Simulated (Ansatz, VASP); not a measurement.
# One calculation of P2Se2O, two programs

Contents of INCAR:

```
SYSTEM = P2Se2O
ALGO = Normal ; EDIFF = 1E-6
ENCUT = 520 ; GGA = PE
ISIF = 2 ; ISMEAR = 0
IVDW = 12 ; LASPH = .TRUE.
LCHARG = .FALSE. ; LREAL = .FALSE.
LWAVE = .FALSE. ; NBANDS = 22
NELM = 100 ; PREC = Accurate
SIGMA = 0.1
```

KPOINTS

```
k-points
0
G
  6 6 4
  0 0 0
```

File POSCAR:

```
P2Se2O
1.0
    4.7124710800      0.0000000000      0.0000000000
   -2.3562355400      4.0811196700      0.0000000000
    0.0000000000      0.0000000000      5.8357560600
P Se O
2 2 1
Direct
    0.0000000000      0.0000000000      0.1741474800
    0.0000000000      0.0000000000      0.8258525200
    0.3333333300      0.6666666700      0.0000000000
    0.6666666700      0.3333333300      0.0000000000
    0.0000000000      0.0000000000      0.5000000000
```

Input for Ansatz:

```yaml
crystal:
  lattice:
    - [4.71247108, 0.0, 0.0]
    - [-2.35623554, 4.08111967, 0.0]
    - [0.0, 0.0, 5.83575606]
  atoms:
    - { symbol: P, position: [0.0, 0.0, 0.17414748] }
    - { symbol: P, position: [0.0, 0.0, 0.82585252] }
    - { symbol: Se, position: [0.33333333, 0.66666667, 0.0] }
    - { symbol: Se, position: [0.66666667, 0.33333333, 0.0] }
    - { symbol: O, position: [0.0, 0.0, 0.5] }
basis:
  ecutwfc: 420
kpoints:
  mp_grid: { grid: [6, 6, 4] }
hamiltonian:
  xc: pbe
  dispersion: d3bj
scf:
  occupations: { method: gaussian, width: 0.1 }
  lower_state_search: "off"
output:
  forces: true
  stress: true
  eigenvalues: true
```

Alike in both runs: task single point; functional PBE; dispersion D3(BJ); k mesh 6 × 6 × 4; occupations gaussian, width 0.1 eV; no spin polarisation.

```csv
,VASP,Ansatz
version,VASP 6.6.1,Ansatz 0.2.0
potentials or method,"VASP PAW PBE potentials, release 64 (P, Se, O)","scalar-relativistic, plane waves, PAW"
plane-wave cutoff (eV),520,420
valence electrons in the cell,28,48
```

|  | VASP | Ansatz | Ansatz less VASP |
| --- | --- | --- | --- |
| gap on the k mesh at the Fermi level (eV) | none | none | - |
| pressure (GPa) | -0.9 | -0.8 | +0.08 |
| largest component of the traceless stress (GPa) | 3.59 | 3.52 | -0.067 |
| rms of the force components (eV/Å) | 1.792 | 1.815 | +0.0231 |

Atom by atom the forces differ by 0.023 eV/Å (rms over components). A gap of «none» marks a metal or a gap that the smearing closes. The two sets of potentials don't hold the same shells in valence.

Caveats: pairwise dispersion overbinds metals, which lowers pressure and volume; forces of over 1 eV/Å show positions far from the minimum, so gaps and moduli don't describe the material at rest.
